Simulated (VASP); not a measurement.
Given:

```
CELL_PARAMETERS angstrom
      0.00000     3.22580     3.22580
      3.22580     0.00000     3.22580
      3.22580     3.22580     0.00000
ATOMIC_POSITIONS crystal
  In 0.00000 0.00000 0.00000
  Sb 0.25000 0.25000 0.25000
```

Level of theory: rev-vdW-DF2, VASP's PBE PAW potentials (set 64) (plane waves; VASP 6.6.1). Numerical set-up: 520 eV cut-off, 10×10×10 Γ-centred mesh, first-order Methfessel-Paxton smearing of 0.10 eV, potentials In_d Sb.

**Question.** Give the stress tensor in GPa (positive for a compressed cell).

**Answer.** 
```
2.82  0.00  0.00
0.00  2.82  0.00
0.00  0.00  2.82
```
The pressure is its mean diagonal, 2.82 GPa.

The compound is InSb in the zinc blende structure. This cell is one point of a volume scan, at 0.94 of the reference volume.
